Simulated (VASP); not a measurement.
Given:

```
CELL_PARAMETERS angstrom
     -1.64498     1.64498     1.64498
      1.64498    -1.64498     1.64498
      1.64498     1.64498    -1.64498
ATOMIC_POSITIONS crystal
  Nb 0.00000 0.00000 0.00000
```

All values below come from MS2 meta-GGA, VASP's PBE PAW potentials (set 64) (plane waves; VASP). Settings: 520 eV cut-off, 17×17×17 Γ-centred mesh, tetrahedra with Blöchl corrections, potentials Nb_sv.

Tabulate the total density of states (states/eV per cell) against energy (eV; zero at the valence-band maximum or, without a gap, the Fermi level).

| E (eV) | DOS (states/eV) |
|---|---|
| -9.98 | 0.00 |
| -9.74 | 0.00 |
| -9.50 | 0.00 |
| -9.26 | 0.00 |
| -9.02 | 0.00 |
| -8.90 | 0.00 |
| -8.66 | 0.00 |
| -8.42 | 0.00 |
| -8.18 | 0.00 |
| -7.94 | 0.00 |
| -7.70 | 0.00 |
| -7.46 | 0.00 |
| -7.22 | 0.00 |
| -6.98 | 0.00 |
| -6.74 | 0.00 |
| -6.62 | 0.00 |
| -6.38 | 0.00 |
| -6.14 | 0.00 |
| -5.90 | 0.02 |
| -5.66 | 0.04 |
| -5.42 | 0.06 |
| -5.18 | 0.07 |
| -4.94 | 0.09 |
| -4.70 | 0.11 |
| -4.46 | 0.13 |
| -4.34 | 0.14 |
| -4.10 | 0.17 |
| -3.86 | 0.22 |
| -3.62 | 0.81 |
| -3.38 | 0.99 |
| -3.14 | 1.08 |
| -2.90 | 1.24 |
| -2.66 | 1.46 |
| -2.42 | 1.42 |
| -2.18 | 0.81 |
| -2.06 | 0.53 |
| -1.82 | 0.44 |
| -1.58 | 1.71 |
| -1.34 | 2.24 |
| -1.10 | 1.38 |
| -0.86 | 1.05 |
| -0.62 | 1.07 |
| -0.38 | 1.54 |
| -0.14 | 2.18 |
| 0.10 | 1.38 |
| 0.22 | 1.14 |
| 0.46 | 0.59 |
| 0.70 | 0.48 |
| 0.94 | 0.44 |
| 1.18 | 0.42 |
| 1.42 | 0.46 |
| 1.66 | 0.51 |
| 1.90 | 0.74 |
| 2.14 | 0.85 |
| 2.38 | 0.93 |
| 2.50 | 0.95 |
| 2.74 | 1.10 |
| 2.98 | 1.24 |
| 3.22 | 1.24 |
| 3.46 | 1.35 |
Within 2 eV below the Fermi level the largest weight inside VASP's projection spheres is Nb d.

The compound is Nb in the bcc structure. It was relaxed first.
